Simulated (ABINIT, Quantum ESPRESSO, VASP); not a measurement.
## Code comparison for Pb (Fm-3m, 1 atom in the cell)

Self-consistent single point, at a second geometry (lattice scaled by 0.98). First geometry:

```yaml
crystal:
  lattice:
    - [0.00000, 2.47500, 2.47500]
    - [2.47500, 0.00000, 2.47500]
    - [2.47500, 2.47500, 0.00000]
  atoms:
    - { symbol: Pb, position: [0.00000, 0.00000, 0.00000] }
```

Shared settings, as Quantum ESPRESSO writes them: occupations = smearing; smearing = fd; degauss = 0.0073499 Ry; K_POINTS = automatic 9 9 9 0 0 0. Potentials and cutoffs stand in the table.

| code | model | ΔF from the first geometry (meV/atom) | pressure (GPa) | cutoff |
|---|---|---|---|---|
| Quantum ESPRESSO | PBE, PSlibrary ultrasoft (PBE) pseudopotentials | 44.9 | 4.61 | 55 Ry |
| ABINIT | PBE, norm-conserving pseudopotentials (PseudoDojo nc-sr-05 PBE standard) | 42.7 | 5.70 | 31 Ha |
| VASP | PBE, VASP's PBE PAW potentials (set 64) | 44.3 | 5.17 | 300 eV |

For Quantum ESPRESSO (by 1.3 GPa) and VASP (by 0.7 GPa) the energy change implies a higher mean pressure, against the two pressures, than for the other programs: a sign of finite-basis (Pulay) stress.

On Quantum ESPRESSO's run: spin-orbit coupling is off.

The spread over the programs that give each value: ΔF from the first geometry within 2.2 meV/atom; pressure within 1.09 GPa.

VASP's run is marked for a possible Pulay error in its stress at this cutoff; no cutoff test was made.

The starting cell has typed, rounded lattice constants, without a prior relaxation at this level. For this run, on top of that: lattice scaled by 0.98.

Left out of this page: Ansatz, GPAW, CP2K, Elk, FLEUR and SIESTA (not drawn, or without a comparable value).
